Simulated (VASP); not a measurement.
CaCuH2: equilibrium volume by level of theory

Symmetry: R-3m, No. 166, trigonal system. The conventional cell has a = 3.890 Å, b = 3.890 Å, c = 13.072 Å, α = 90.00°, β = 90.00°, γ = 120.00°. Ca (site symmetry -3m) has 6 H at 2.33 Å as nearest neighbours. Cu (site symmetry -3m) has 2 H at 1.54 Å as nearest neighbours. H (site symmetry 3m) is surrounded by 1 Cu at 1.54 Å.

The cell comes from a database or a generator and needn't be the stable form of this composition.

| rung | level | program and potentials | cutoff (eV) | k mesh | smearing | equilibrium volume (Å³/atom) | notes |
| --- | --- | --- | --- | --- | --- | --- | --- |
| GGA | PBE | VASP, PBE PAW files Ca_sv, Cu, H, 600 eV | 600 | 8 × 8 × 8 | gaussian 0.05 | 14.33 | - |
| GGA | PBE | VASP, PBE PAW files Ca_sv, Cu, H, 600 eV | 600 | 6 × 6 × 6 | fermi-dirac 0.05 | 14.35 | - |
| GGA + dispersion | PBE+D3(BJ) | VASP, PBE PAW files Ca_sv, Cu, H, 600 eV | 600 | 6 × 6 × 6 | fermi-dirac 0.05 | 13.56 | - |
| GGA + dispersion | PBE+D3(zero damping) | VASP, PBE PAW files Ca_sv, Cu, H, 600 eV | 600 | 6 × 6 × 6 | fermi-dirac 0.05 | 13.59 | - |
| GGA + dispersion | PBE+D4 | VASP, PBE PAW files Ca_sv, Cu, H, 600 eV | 600 | 6 × 6 × 6 | fermi-dirac 0.05 | 13.84 | - |
| GGA + dispersion | PBE+TS-HI | VASP, PBE PAW files Ca_sv, Cu, H, 600 eV | 600 | 6 × 6 × 6 | fermi-dirac 0.05 | 13.32 | - |
| GGA + dispersion | PBE+dDsC | VASP, PBE PAW files Ca_sv, Cu, H, 600 eV | 600 | 6 × 6 × 6 | fermi-dirac 0.05 | 13.66 | - |
| non-local van der Waals functional | PBE+rVV10 | VASP, PBE PAW files Ca_sv, Cu, H, 600 eV | 600 | 6 × 6 × 6 | fermi-dirac 0.05 | 14.10 | - |

Task: relaxation of cell and atoms. All rows: no spin polarisation. Smearing widths are in eV. For a metal such meshes aren't converged. Meshes differ between rows, which moves values too. Meshes are those of the run's cell of 4 atoms unless a note names another. Relaxations start from the cell shown or near it and stop with a little pressure left. Runs on faulty files, with rough fits or with known faults for this quantity aren't shown. No row holds spin-orbit coupling.

By rung: GGA 14.33 to 14.35; GGA + dispersion 13.32 to 13.84; non-local van der Waals functional 14.10 (Å³/atom).
